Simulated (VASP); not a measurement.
A run of VASP 6.6.1 is set up as follows.

Contents of INCAR:

```
SYSTEM = HfIn4SiO6
PREC = Accurate
ENCUT = 520
EDIFF = 1E-6
ISMEAR = -1
SIGMA = 0.05
LREAL = .False.
LASPH = .True.
NELM = 100
ALGO = Normal
ISIF = 2
LWAVE = .False.
LCHARG = .False.
LMAXMIX = 4
GGA = CA
KPAR = 4
```

File KPOINTS:

```
Automatic mesh
0
Gamma
  6 6 4
  0 0 0
```

File POSCAR:

```
HfIn4SiO6                               
1.0
    2.6651546811     -4.6095467262      0.0036666495
    2.6651546811      4.6095467262      0.0036666495
   -1.8297605181      0.0000000000      7.0504820722
  Hf              In              Si              O             
     1     4     1     6
Direct
     0.2048958108481969    0.7951041891518030    0.0000000000000000
     0.3715479042698794    0.6284520957301205    0.5000000000000000
     0.5381383921274842    0.4618616078725157    0.0000000000000000
     0.0352161004136299    0.9647838995863701    0.5000000000000000
     0.7086492479060554    0.2913507520939447    0.5000000000000000
     0.8714873190445890    0.1285126809554112    0.0000000000000000
     0.1060213404932395    0.0676456732049486    0.8624587805510496
     0.9323543267950513    0.8939786595067606    0.1375412194489504
     0.8381555802758149    0.3767217181982619    0.8624101177646178
     0.6232782818017381    0.1618444197241850    0.1375898822353822
     0.1995318542906646    0.4704361582663552    0.1376798445563081
     0.5295638417336447    0.8004681457093353    0.8623201554436918
```

File KPOINTS_OPT:

```
path GYFHZIF1,H1Y1XGN,MG
10
line-mode
reciprocal
 0.0000000000  0.0000000000  0.0000000000  G
-0.3333683603 -0.3333683603  0.0568123951  Y

-0.3333683603 -0.3333683603  0.0568123951  Y
-0.3635703138 -0.3635703138  0.4070283114  F

-0.3635703138 -0.3635703138  0.4070283114  F
-0.3031664068 -0.3031664068  0.7065964788  H

-0.3031664068 -0.3031664068  0.7065964788  H
 0.0000000000  0.0000000000  0.5000000000  Z

 0.0000000000  0.0000000000  0.5000000000  Z
-0.5000000000  0.5000000000  0.5000000000  I

-0.5000000000  0.5000000000  0.5000000000  I
-0.6364296862  0.3635703138  0.5929716886  F1

-0.6968335932  0.3031664068  0.2934035212  H1
-0.6666316397  0.3333683603 -0.0568123951  Y1

-0.6666316397  0.3333683603 -0.0568123951  Y1
-0.5000000000  0.5000000000  0.0000000000  X

-0.5000000000  0.5000000000  0.0000000000  X
 0.0000000000  0.0000000000  0.0000000000  G

 0.0000000000  0.0000000000  0.0000000000  G
-0.5000000000  0.0000000000  0.0000000000  N

-0.5000000000  0.0000000000  0.5000000000  M
 0.0000000000  0.0000000000  0.0000000000  G
```

Potentials or basis: VASP PAW LDA potentials, release 64 (Hf_pv, In_d, Si, O).

Run with:

```sh
$ cat potpaw_LDA.64/Hf_pv/POTCAR potpaw_LDA.64/In_d/POTCAR potpaw_LDA.64/Si/POTCAR potpaw_LDA.64/O/POTCAR > POTCAR
$ mpirun -np 4 vasp_std > vasp.out
```

(1) Predict the pressure.

(2) Estimate the largest force.

(3) What does it give for the band gap along the path?

Answers

(1) 0.2 GPa.

(2) 0.010 eV/Å.

(3) none (metal or under the smearing width).

Caveat: spin-orbit coupling is left out, which moves the levels of the heavy elements.
